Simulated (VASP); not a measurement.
# YAl2Pd5 under strain, part 3 of 5

How does the pressure of YAl2Pd5 answer to a change of volume? The bands are shown for each cell. All runs use PBEsol. Left out of this account: at least 1 further run (self-consistent run: a reference on another mesh). The start is a computed cell from the Materials Project.

VASP 6.6.1; PBEsol; plane waves and PAW (Y_sv, Al, Pd).

Still holding for the runs below: This run has no spin polarisation. Its electron count is odd, so without a moment it is a metal by construction. Spin-orbit coupling is off here; it would split degenerate levels.

So far, pressure (GPa): step 2 (bands, cell as listed) -3.11; step 3 (cell volume +4.0 %) -8.27.

### 4. Bands, volume times 1.08

The cell is expanded evenly, with fractional positions held.

INCAR reads:

```
SYSTEM = YAl2Pd5
PREC = Accurate
ENCUT = 400
EDIFF = 1E-06
NELM = 100
ISMEAR = -1
SIGMA = 0.05
LREAL = .FALSE.
ALGO = Normal
GGA = PS
NBANDS = 53
LASPH = .TRUE.
LORBIT = 11
LWAVE = .FALSE.
LCHARG = .FALSE.
KPAR = 8
```

POSCAR reads:

```
YAl2Pd5
1.0
    0.0000000000     -4.2177004738      0.0000000000
   -4.2177004738      0.0000000000      0.0000000000
    2.1088502369     -2.1088502369     -7.6385487879
Y Al Pd
1 2 5
Direct
    0.0000000000      0.0000000000      0.0000000000
    0.7466854600      0.2533145400      0.5066290800
    0.2533145400      0.7466854600      0.4933709200
    0.5000000000      0.5000000000      0.0000000000
    0.8551761700      0.6448238300      0.2896476600
    0.3551761700      0.1448238300      0.2896476600
    0.1448238300      0.3551761700      0.7103523400
    0.6448238300      0.8551761700      0.7103523400
```

KPOINTS reads:

```
Automatic mesh
0
Gamma
8 8 8
0 0 0
```

KPOINTS_OPT reads:

```
Line mode
12
Line-mode
Reciprocal
  0.00000000   0.00000000   0.00000000 GAMMA
 -0.50000000  -0.50000000   0.00000000 X

 -0.50000000  -0.50000000   0.00000000 X
 -0.46188993  -0.53811007   0.03811007 Y

 -0.46188993  -0.53811007   0.03811007 Y
  0.00000000  -0.53811007   0.26905504 S

  0.00000000  -0.53811007   0.26905504 S
  0.00000000   0.00000000   0.00000000 GAMMA

  0.00000000   0.00000000   0.00000000 GAMMA
  0.00000000   0.00000000  -0.50000000 Z

  0.00000000   0.00000000  -0.50000000 Z
  0.00000000  -0.46188993  -0.26905504 S1

  0.00000000  -0.46188993  -0.26905504 S1
  0.00000000  -0.50000000   0.00000000 N

  0.00000000  -0.50000000   0.00000000 N
 -0.50000000  -0.50000000  -0.25000000 P

 -0.50000000  -0.50000000  -0.25000000 P
 -0.46188993  -0.46188993  -0.50000000 Y1

 -0.46188993  -0.46188993  -0.50000000 Y1
  0.00000000   0.00000000  -0.50000000 Z

 -0.50000000  -0.50000000   0.00000000 X
 -0.50000000  -0.50000000  -0.25000000 P
```

Potentials, in the order of the species: Y_sv, Al and Pd (PBE family, release 64).

Command:

```sh
$ mpirun -np 8 vasp_std
```

Log:

```text
[... set-up lines as in an earlier step ...]
 entering main loop
       N       E                     dE             d eps       ncg     rms          rms(c)
DAV:   1     0.323430739680E+03    0.32343E+03   -0.26734E+04  6254   0.973E+02
DAV:   2    -0.403753564734E+02   -0.36381E+03   -0.33741E+03  6719   0.252E+02
DAV:   3    -0.539364390663E+02   -0.13561E+02   -0.13322E+02  8067   0.462E+01
DAV:   4    -0.542636322345E+02   -0.32719E+00   -0.32574E+00  8712   0.583E+00
DAV:   5    -0.542681279713E+02   -0.44957E-02   -0.44951E-02  7278   0.639E-01    0.343E+01
DAV:   6    -0.524214418968E+02    0.18467E+01   -0.71166E+00  7286   0.155E+01    0.172E+01
DAV:   7    -0.522328669971E+02    0.18857E+00   -0.23388E+00  7086   0.112E+01    0.134E+01
DAV:   8    -0.519992883852E+02    0.23358E+00   -0.12184E+00  7067   0.957E+00    0.317E+00
DAV:   9    -0.519520852268E+02    0.47203E-01   -0.33995E-01  6828   0.505E+00    0.164E+00
DAV:  10    -0.519249775071E+02    0.27108E-01   -0.60771E-02  6819   0.229E+00    0.361E-01
DAV:  11    -0.519250314923E+02   -0.53985E-04   -0.84041E-03  7366   0.394E-01    0.144E-01
DAV:  12    -0.519249128845E+02    0.11861E-03   -0.90156E-04  7066   0.200E-01    0.683E-02
DAV:  13    -0.519248856112E+02    0.27273E-04   -0.14122E-04  6931   0.951E-02    0.273E-02
DAV:  14    -0.519248849916E+02    0.61960E-06   -0.61870E-06  6915   0.148E-02
   1 F= -.51924885E+02 E0= -.51914961E+02  d E =-.198478E-01
 Start KPOINTS_OPT (optional k-point list driver)
k-point batch [1-59\132]
       N       E                     dE             ncg
DAV:   1     0.293608758974E+05   -0.38260E+05     6254
DAV:   2     0.808762382262E+04   -0.21273E+05     6714
DAV:   3     0.730750735785E+04   -0.78012E+03     8084
DAV:   4     0.728962073936E+04   -0.17887E+02     8554
DAV:   5     0.728934847712E+04   -0.27226E+00     7235
DAV:   6     0.728934104515E+04   -0.74320E-02     8045
DAV:   7     0.728934081349E+04   -0.23166E-03     7105
DAV:   8     0.728934080454E+04   -0.89528E-05     5517
DAV:   9     0.728934080404E+04   -0.50340E-06     4474
[...]
k-point batch [119-132\132]
       N       E                     dE             ncg
DAV:   1     0.797425278555E+05   -0.17520E+05     1484
DAV:   2     0.747772815999E+05   -0.49652E+04     1610
DAV:   3     0.745998710487E+05   -0.17741E+03     1905
DAV:   4     0.745955311376E+05   -0.43399E+01     1883
DAV:   5     0.745954359964E+05   -0.95141E-01     1681
DAV:   6     0.745954341161E+05   -0.18803E-02     1875
DAV:   7     0.745954340677E+05   -0.48421E-04     1704
DAV:   8     0.745954340662E+05   -0.14452E-05     1403
DAV:   9     0.745954340661E+05   -0.11209E-06     1101
```

Run time: 44 s. Hardware: 8 MPI ranks of Intel Xeon 6975P-C (Granite Rapids), shared host; peak memory 4.1 GiB.

Parts of OUTCAR (step 4):

```text
  LATTYP: Found a body centered tetragonal cell.
 ALAT       =     4.2177004738
 C/A-ratio  =     3.6221390473

The static configuration has the point symmetry D_4h.

 Found     59 irreducible k-points:

   ENCUT  =  400.0 eV  29.40 Ry    5.42 a.u.   6.88  6.88 13.37*2*pi/ulx,y,z

   NELECT =      67.0000    total number of electrons

 E-fermi :   7.9328

 k-point     1 :       0.0000    0.0000    0.0000
  band No.  band energies     occupation
    ...
     28       6.1578      2.00000
     29       6.2225      2.00000
     30       6.6305      2.00000
     31       6.9493      2.00000
     32       6.9647      2.00000
     33       8.6729      0.00000
     34       8.6729      0.00000
     35      10.4907      0.00000
     36      10.6030      0.00000
     37      10.8438      0.00000
    ...

 k-point     2 :       0.1250    0.0000    0.0000
  band No.  band energies     occupation
    ...
     28       6.1411      2.00000
     29       6.2184      2.00000
     30       6.5697      2.00000
     31       6.7110      2.00000
     32       6.8189      2.00000
     33       8.0855      0.09000
     34       8.8902      0.00000
     35       9.5898      0.00000
     36      10.4796      0.00000
     37      10.6730      0.00000
    ...

  Total      -10.4598222    -10.4598222    -10.4382398      0.0000000      0.0000000      0.0000000
  in kB     -123.3310864   -123.3310864   -123.0766101      0.0000000      0.0000000      0.0000000
  external PRESSURE =    -123.2462610 kB  Pullay stress =       0.0000000 kB

  energy-cutoff  :      400.00
  volume of cell :      135.88
      direct lattice vectors                 reciprocal lattice vectors
     0.000000000 -4.217700474  0.000000000     0.000000000 -0.237096021  0.065457460
    -4.217700474  0.000000000  0.000000000    -0.237096021  0.000000000 -0.065457460
     2.108850237 -2.108850237 -7.638548788     0.000000000  0.000000000 -0.130914920

 POSITION                                       TOTAL-FORCE (eV/Angst)
 -----------------------------------------------------------------------------------
      0.00000      0.00000      0.00000        -0.000000     -0.000000      0.000000
      0.00000     -4.21770     -3.86991        -0.000000      0.000000     -0.045003
     -2.10885     -2.10885     -3.76864         0.000000     -0.000000      0.045003
     -2.10885     -2.10885      0.00000         0.000000      0.000000      0.000000
     -2.10885     -4.21770     -2.21249         0.000000     -0.000000     -0.149273
      0.00000     -2.10885     -2.21249        -0.000000     -0.000000     -0.149273
      0.00000     -2.10885     -5.42606        -0.000000     -0.000000      0.149273
     -2.10885     -4.21770     -5.42606        -0.000000      0.000000      0.149273
 -----------------------------------------------------------------------------------
    total drift:                               -0.000000     -0.000000     -0.000000

  FREE ENERGIE OF THE ION-ELECTRON SYSTEM (eV)
  ---------------------------------------------------
  free  energy   TOTEN  =       -51.9248849916 eV

  energy  without entropy=      -51.9050372170  energy(sigma->0) =      -51.91496110

 total charge
# of ion       s       p       d       f       tot
--------------------------------------------------
    1        2.245   6.349   0.896   0.050   9.540
    2        0.383   0.354   0.000   0.000   0.737
    3        0.383   0.354   0.000   0.000   0.737
    4        0.455   0.306   8.527   0.000   9.288
    5        0.471   0.455   8.536   0.000   9.462
    6        0.471   0.455   8.536   0.000   9.462
    7        0.471   0.455   8.536   0.000   9.462
    8        0.471   0.455   8.536   0.000   9.462
--------------------------------------------------
tot          5.349   9.182  43.567   0.050  58.149

[... 3 parts as in an earlier step ...]

[... 7 further parts left out ...]
```

Numbers from this step:

* free energy (TOTEN): -51.9249 eV
* energy at zero smearing: -51.9150 eV
* Fermi energy: 7.933 eV
* pressure: -12.32 GPa

Electronic bands along the path, in eV, zero at the Fermi level; # counts the bands kept in this run, so #1 is VASP's band 5:

| point | #27 | #28 | #29 | #30 | #31 | #32 | #33 | #34 |
| --- | --- | --- | --- | --- | --- | --- | --- | --- |
| Γ | -0.98 | -0.97 | 0.74 | 0.74 | 2.56 | 2.67 | 2.91 | 2.98 |
| 0.55 of the way | -1.45 | -1.43 | -0.41 | 0.01 | 0.03 | 1.13 | 1.83 | 2.58 |
| X | -1.58 | -1.27 | -0.70 | -0.69 | -0.35 | 0.93 | 1.00 | 1.68 |
| 0.55 of the way | -1.60 | -1.26 | -0.69 | -0.68 | -0.31 | 0.95 | 1.00 | 1.69 |
| Y | -1.63 | -1.26 | -0.67 | -0.64 | -0.24 | 0.99 | 1.01 | 1.69 |
| 0.45 of the way | -1.72 | -1.50 | -0.71 | -0.23 | 0.92 | 0.95 | 1.68 | 1.97 |
| S | -1.77 | -1.42 | -0.96 | -0.10 | 1.70 | 1.72 | 1.77 | 2.69 |
| 0.55 of the way | -1.38 | -1.30 | -0.53 | 0.25 | 1.44 | 2.40 | 2.50 | 2.70 |
| Γ | -0.98 | -0.97 | 0.74 | 0.74 | 2.56 | 2.67 | 2.91 | 2.98 |
| 0.55 of the way | -0.98 | -0.97 | 0.57 | 0.57 | 1.51 | 2.45 | 2.55 | 2.55 |
| Z | -0.97 | -0.34 | 0.42 | 0.42 | 0.43 | 2.31 | 2.31 | 2.38 |
| 0.45 of the way | -1.26 | -1.01 | -0.32 | 0.78 | 1.17 | 1.78 | 1.80 | 2.68 |
| S1 | -1.77 | -1.42 | -0.96 | -0.10 | 1.70 | 1.72 | 1.77 | 2.69 |
| 0.55 of the way | -1.83 | -1.42 | -0.91 | -0.24 | 1.48 | 1.78 | 2.00 | 2.66 |
| N | -1.85 | -1.42 | -0.86 | -0.30 | 1.40 | 1.77 | 2.07 | 2.66 |
| 0.45 of the way | -1.70 | -1.48 | -1.02 | -0.09 | 0.72 | 1.23 | 1.66 | 1.91 |
| P | -1.58 | -1.12 | -1.06 | -0.46 | -0.46 | 0.96 | 0.96 | 1.86 |
| 0.55 of the way | -1.48 | -1.39 | -0.78 | -0.60 | -0.34 | 0.96 | 0.99 | 1.73 |
| Y1 | -1.63 | -1.26 | -0.67 | -0.64 | -0.24 | 0.99 | 1.01 | 1.69 |
| 0.55 of the way | -1.18 | -0.85 | -0.07 | 0.13 | 1.06 | 1.63 | 1.95 | 2.08 |
| Z | -0.97 | -0.34 | 0.42 | 0.42 | 0.43 | 2.31 | 2.31 | 2.38 |
| jump to X | -1.58 | -1.27 | -0.70 | -0.69 | -0.35 | 0.93 | 1.00 | 1.68 |
| 0.55 of the way | -1.46 | -1.40 | -0.83 | -0.59 | -0.38 | 0.94 | 0.99 | 1.75 |
| P | -1.58 | -1.12 | -1.06 | -0.46 | -0.46 | 0.96 | 0.96 | 1.86 |

Of the projections kept (Y, Al, Pd), the largest for each band there, as a share of the weight inside these atoms' spheres; weight between the spheres isn't counted:

| point | #27 | #28 | #29 | #30 | #31 | #32 | #33 | #34 |
| --- | --- | --- | --- | --- | --- | --- | --- | --- |
| Γ | Pd 1.00 | Pd 1.00 | Pd 0.74 | Pd 0.74 | Y 0.52 | Y 0.63 | Al 0.58 | Pd 0.79 |
| X | Pd 1.00 | Pd 1.00 | Pd 0.71 | Pd 0.84 | Pd 0.95 | Pd 0.81 | Pd 0.72 | Pd 0.70 |
| Y | Pd 0.99 | Pd 1.00 | Pd 0.74 | Pd 0.85 | Pd 0.92 | Pd 0.78 | Pd 0.72 | Pd 0.70 |
| S | Pd 0.96 | Pd 1.00 | Pd 0.85 | Pd 0.77 | Pd 0.68 | Pd 0.70 | Y 0.60 | Y 0.55 |
| Γ | Pd 1.00 | Pd 1.00 | Pd 0.74 | Pd 0.74 | Y 0.52 | Y 0.63 | Al 0.58 | Pd 0.79 |
| Z | Pd 1.00 | Pd 0.72 | Pd 0.74 | Pd 0.74 | Pd 0.83 | Y 0.52 | Y 0.52 | Y 0.52 |

Force by atom:

| atom | x (eV/Å) | y (eV/Å) | z (eV/Å) | size |
| --- | --- | --- | --- | --- |
| Y1 | 0.000 | 0.000 | 0.000 | 0.000 |
| Al2 | 0.000 | 0.000 | -0.045 | 0.045 |
| Al3 | 0.000 | 0.000 | 0.045 | 0.045 |
| Pd4 | 0.000 | 0.000 | 0.000 | 0.000 |
| Pd5 | 0.000 | 0.000 | -0.149 | 0.149 |
| Pd6 | 0.000 | 0.000 | -0.149 | 0.149 |
| Pd7 | 0.000 | 0.000 | 0.149 | 0.149 |
| Pd8 | 0.000 | 0.000 | 0.149 | 0.149 |

 The pressure is -12.32 GPa.

Between step 2 and this run (cell volume +8.0 %) the value for the pressure moves from -3.11 GPa to -12.3 GPa.

### 5. Bands, sheared, principal strains -1.5, +0.4, +1.2 %

The first cell is sheared at its own volume, which lowers its symmetry.

INCAR is that of step 4.

Edit POSCAR of step 4 so:

```diff
@@ -2,5 +2,5 @@
 1.0
-    0.0000000000     -4.2177004738      0.0000000000
-   -4.2177004738      0.0000000000      0.0000000000
-    2.1088502369     -2.1088502369     -7.6385487879
+    0.0324490000     -4.1208060000      0.0135170000
+   -4.1117210000      0.0324490000      0.0434600000
+    2.1507930000     -2.0521460000     -7.4419700000
 Y Al Pd
```

KPOINTS is that of step 4.

KPOINTS_OPT reads:

```
Line mode
12
Line-mode
Reciprocal
  0.00000000   0.50000000  -0.50000000 X
  0.00000000   0.00000000   0.00000000 GAMMA

  0.00000000   0.00000000   0.00000000 GAMMA
 -0.50000000   0.00000000   0.00000000 Y

 -0.50000000   0.50000000  -0.50000000 L
  0.00000000   0.00000000   0.00000000 GAMMA

  0.00000000   0.00000000   0.00000000 GAMMA
  0.50000000   0.00000000   0.50000000 Z

  0.50000000   0.50000000   0.00000000 N
  0.00000000   0.00000000   0.00000000 GAMMA

  0.00000000   0.00000000   0.00000000 GAMMA
  0.00000000   0.00000000   0.50000000 M

  0.00000000   0.50000000   0.00000000 R
  0.00000000   0.00000000   0.00000000 GAMMA
```

Command:

```sh
$ mpirun -np 8 vasp_std
```

Log:

```text
[... set-up lines as in an earlier step ...]
 entering main loop
       N       E                     dE             d eps       ncg     rms          rms(c)
DAV:   1     0.334057082525E+03    0.33406E+03   -0.26887E+04 27560   0.982E+02
DAV:   2    -0.405006811064E+02   -0.37456E+03   -0.34746E+03 29660   0.258E+02
DAV:   3    -0.546120010004E+02   -0.14111E+02   -0.13880E+02 34697   0.482E+01
DAV:   4    -0.549424103596E+02   -0.33041E+00   -0.32903E+00 37766   0.605E+00
DAV:   5    -0.549480765578E+02   -0.56662E-02   -0.56654E-02 31583   0.720E-01    0.401E+01
DAV:   6    -0.528687829717E+02    0.20793E+01   -0.77693E+00 32041   0.164E+01    0.195E+01
DAV:   7    -0.526591226113E+02    0.20966E+00   -0.21238E+00 31104   0.105E+01    0.138E+01
DAV:   8    -0.524531148972E+02    0.20601E+00   -0.10924E+00 31624   0.878E+00    0.274E+00
DAV:   9    -0.524124046645E+02    0.40710E-01   -0.26420E-01 30449   0.476E+00    0.147E+00
DAV:  10    -0.523934285379E+02    0.18976E-01   -0.45673E-02 30414   0.204E+00    0.361E-01
DAV:  11    -0.523933980682E+02    0.30470E-04   -0.60071E-03 32047   0.347E-01    0.144E-01
DAV:  12    -0.523933390538E+02    0.59014E-04   -0.73606E-04 31581   0.177E-01    0.725E-02
DAV:  13    -0.523933035261E+02    0.35528E-04   -0.14580E-04 30418   0.985E-02    0.305E-02
DAV:  14    -0.523933029424E+02    0.58363E-06   -0.97922E-06 30688   0.253E-02
   1 F= -.52393303E+02 E0= -.52384785E+02  d E =-.170351E-01
 Start KPOINTS_OPT (optional k-point list driver)
k-point batch [1-84\84]
       N       E                     dE             ncg
DAV:   1     0.676929258057E+05   -0.18181E+05     8904
DAV:   2     0.362707117967E+05   -0.31422E+05     9652
DAV:   3     0.350901087526E+05   -0.11806E+04    11358
DAV:   4     0.350635212741E+05   -0.26587E+02    12125
DAV:   5     0.350631048153E+05   -0.41646E+00    10291
DAV:   6     0.350630917597E+05   -0.13056E-01    11373
DAV:   7     0.350630913494E+05   -0.41030E-03     9972
DAV:   8     0.350630913330E+05   -0.16427E-04     7957
DAV:   9     0.350630913322E+05   -0.77028E-06     5843
```

The job ended after 89 s (8 MPI ranks; peak memory 12 GiB).

From OUTCAR (step 5):

```text
   k-points           NKPTS =    260   k-points in BZ     NKDIM =    260   number of bands    NBANDS=     53

   ENCUT  =  400.0 eV  29.40 Ry    5.42 a.u.   6.72  6.71 13.07*2*pi/ulx,y,z

   NELECT =      67.0000    total number of electrons

 E-fermi :   8.9540

 k-point     1 :       0.0000    0.0000    0.0000
  band No.  band energies     occupation
    ...
     28       7.0155      2.00000
     29       7.0899      2.00000
     30       7.5628      2.00000
     31       7.9082      2.00000
     32       7.9297      2.00000
     33       9.6908      0.00000
     34       9.7112      0.00000
     35      11.6761      0.00000
     36      11.7943      0.00000
     37      11.9423      0.00000
    ...

  Total       -2.2696467     -2.5382408     -2.3567038      0.7348430      0.4073721      1.3678485
  in kB      -28.9021586    -32.3224921    -30.0107614      9.3576453      5.1875620     17.4184699
  external PRESSURE =     -30.4118040 kB  Pullay stress =       0.0000000 kB

 POSITION                                       TOTAL-FORCE (eV/Angst)
 -----------------------------------------------------------------------------------
      0.00000      0.00000      0.00000        -0.000000      0.000000      0.000000
      0.07232     -4.10840     -3.74922         0.016551      0.003919      0.019168
     -2.00080     -2.03210     -3.63578        -0.016551     -0.003919     -0.019168
     -2.03964     -2.04418      0.02849        -0.000000      0.000000      0.000000
     -2.00061     -4.09749     -2.11597         0.011156      0.023865      0.085927
      0.03902     -2.05331     -2.14445         0.083595      0.003079      0.091194
      0.07213     -2.04301     -5.26903        -0.011156     -0.023865     -0.085927
     -1.96750     -4.08719     -5.24054        -0.083595     -0.003079     -0.091194
 -----------------------------------------------------------------------------------
    total drift:                               -0.000000     -0.000000     -0.000000

  FREE ENERGIE OF THE ION-ELECTRON SYSTEM (eV)
  ---------------------------------------------------
  free  energy   TOTEN  =       -52.3933029424 eV

  energy  without entropy=      -52.3762678660  energy(sigma->0) =      -52.38478540

[... 1 part as in an earlier step ...]

[... 14 further parts left out ...]
```

The path and its labels are those of the sheared lattice, so a letter need not mean the same point as in the unstrained cell.

Numbers from this step:

| Item | Value |
| --- | --- |
| irreducible k-points | 260 |
| symmetry operations | 2 |
| free energy (TOTEN) | -52.3933 eV |
| energy at zero smearing | -52.3848 eV |
| Fermi energy | 8.954 eV |
| pressure | -3.041 GPa |

Electronic bands along the path, in eV, zero at the Fermi level; # counts the bands kept in this run, so #1 is VASP's band 5:

| point | #26 | #27 | #28 | #29 | #30 | #31 | #32 | #33 |
| --- | --- | --- | --- | --- | --- | --- | --- | --- |
| X | -2.23 | -2.03 | -1.55 | -0.86 | -0.38 | 1.43 | 1.82 | 2.23 |
| 0.45 of the way | -1.82 | -1.45 | -1.40 | -0.84 | 0.12 | 1.59 | 2.17 | 2.53 |
| Γ | -1.39 | -1.05 | -1.02 | 0.74 | 0.76 | 2.72 | 2.84 | 2.99 |
| 0.55 of the way | -1.84 | -1.45 | -1.41 | -0.82 | 0.08 | 1.60 | 2.17 | 2.52 |
| Y | -2.24 | -2.03 | -1.54 | -0.89 | -0.37 | 1.51 | 1.82 | 2.20 |
| jump to L | -1.79 | -1.72 | -1.38 | -0.92 | -0.79 | -0.27 | 1.01 | 1.16 |
| 0.55 of the way | -1.67 | -1.52 | -1.49 | -0.22 | 0.23 | 0.49 | 1.44 | 2.34 |
| Γ | -1.39 | -1.05 | -1.02 | 0.74 | 0.76 | 2.72 | 2.84 | 2.99 |
| 0.55 of the way | -1.85 | -1.44 | -1.41 | -0.79 | 0.05 | 1.60 | 2.18 | 2.51 |
| Z | -2.26 | -2.02 | -1.54 | -0.92 | -0.37 | 1.59 | 1.80 | 2.17 |
| jump to N | -1.83 | -1.72 | -1.34 | -0.83 | -0.63 | -0.43 | 0.94 | 1.21 |
| 0.45 of the way | -1.61 | -1.58 | -1.54 | -0.42 | -0.06 | -0.02 | 1.12 | 1.93 |
| Γ | -1.39 | -1.05 | -1.02 | 0.74 | 0.76 | 2.72 | 2.84 | 2.99 |
| 0.45 of the way | -1.50 | -1.05 | -1.03 | 0.58 | 0.62 | 1.90 | 2.59 | 2.67 |
| M | -1.05 | -1.03 | -0.33 | 0.35 | 0.40 | 0.52 | 2.31 | 2.35 |
| jump to R | -2.29 | -2.01 | -1.53 | -0.94 | -0.37 | 1.69 | 1.77 | 2.13 |
| 0.55 of the way | -1.77 | -1.49 | -1.38 | -0.52 | 0.50 | 1.39 | 2.36 | 2.60 |
| Γ | -1.39 | -1.05 | -1.02 | 0.74 | 0.76 | 2.72 | 2.84 | 2.99 |

Of the projections kept (Y, Al, Pd), the largest for each band there, as a share of the weight inside these atoms' spheres; weight between the spheres isn't counted:

| point | #26 | #27 | #28 | #29 | #30 | #31 | #32 | #33 |
| --- | --- | --- | --- | --- | --- | --- | --- | --- |
| X | Pd 0.99 | Pd 0.96 | Pd 1.00 | Pd 0.95 | Pd 0.67 | Pd 0.84 | Y 0.60 | Pd 0.50 |
| Γ | Pd 1.00 | Pd 1.00 | Pd 1.00 | Pd 0.75 | Pd 0.74 | Y 0.52 | Y 0.63 | Pd 0.78 |
| Y | Pd 0.99 | Pd 0.96 | Pd 1.00 | Pd 0.95 | Pd 0.67 | Pd 0.84 | Y 0.59 | Pd 0.50 |
| L | Pd 0.68 | Pd 1.00 | Pd 1.00 | Pd 0.72 | Pd 0.82 | Pd 0.94 | Pd 0.72 | Pd 0.79 |
| Γ | Pd 1.00 | Pd 1.00 | Pd 1.00 | Pd 0.75 | Pd 0.74 | Y 0.52 | Y 0.63 | Pd 0.78 |
| Z | Pd 0.98 | Pd 0.96 | Pd 1.00 | Pd 0.95 | Pd 0.66 | Pd 0.84 | Y 0.59 | Pd 0.50 |

Force by atom:

| atom | x (eV/Å) | y (eV/Å) | z (eV/Å) | size |
| --- | --- | --- | --- | --- |
| Y1 | 0.000 | 0.000 | 0.000 | 0.000 |
| Al2 | 0.017 | 0.004 | 0.019 | 0.026 |
| Al3 | -0.017 | -0.004 | -0.019 | 0.026 |
| Pd4 | 0.000 | 0.000 | 0.000 | 0.000 |
| Pd5 | 0.011 | 0.024 | 0.086 | 0.090 |
| Pd6 | 0.084 | 0.003 | 0.091 | 0.124 |
| Pd7 | -0.011 | -0.024 | -0.086 | 0.090 |
| Pd8 | -0.084 | -0.003 | -0.091 | 0.124 |

 The pressure is -3.04 GPa, and the symmetry operations fall from 16 to 2.

[end of part 3 of 5]

[Lines on the potential files, build, host, timing and source positions are cut from VASP's logs without a mark.]

[Logs are printed without paths, hosts, clocks, repeated set-up lines and the standing remarks that a program may print on its own settings, such as how far it seeks lower states.]

[Hosts, paths, dates, database ids (printed as entryN), source tags and the programs' standing remarks are cut or masked in the printed files.]

[A measured line is paired with the nearest computed mode of its activity, which favours agreement.]

[In band tables of VASP the shares of atoms and orbitals are scaled to a sum of 1 inside the atoms' spheres.]
